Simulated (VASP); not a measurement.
SiNi2 (space group P6_3/mmc): the formation energy from VASP (plane waves, PAW) at several levels of theory. The references are the elements' solids at the same level; no temperature or zero-point terms are added.

```csv
level,formation energy (eV/atom)
LDA,-0.608
r2SCAN,-0.489
```

The cell of the LDA run:

```cif
data_Ni4Si2
_chemical_formula_sum 'Si2 Ni4'
_space_group_name_H-M_alt 'P 1'
_space_group_IT_number 1
_cell_length_a 3.83303
_cell_length_b 3.83303
_cell_length_c 4.87184
_cell_angle_alpha 90.000
_cell_angle_beta 90.000
_cell_angle_gamma 120.000
loop_
_space_group_symop_operation_xyz
  'x, y, z'
loop_
_atom_site_label
_atom_site_type_symbol
_atom_site_fract_x
_atom_site_fract_y
_atom_site_fract_z
_atom_site_occupancy
Si1 Si 0.66667 0.33333 0.25000 1
Si2 Si 0.33333 0.66667 0.75000 1
Ni1 Ni 0.33333 0.66667 0.25000 1
Ni2 Ni 0.66667 0.33333 0.75000 1
Ni3 Ni 0.00000 0.00000 0.50000 1
Ni4 Ni 0.00000 0.00000 0.00000 1
```

Only levels that ran to the end are used. Left out are those held back, those with too coarse a band path, GW runs whose mesh misses a band edge, hybrids' fits of cells that aren't cubic and levels without matching references; a question may draw on a part of the rest.
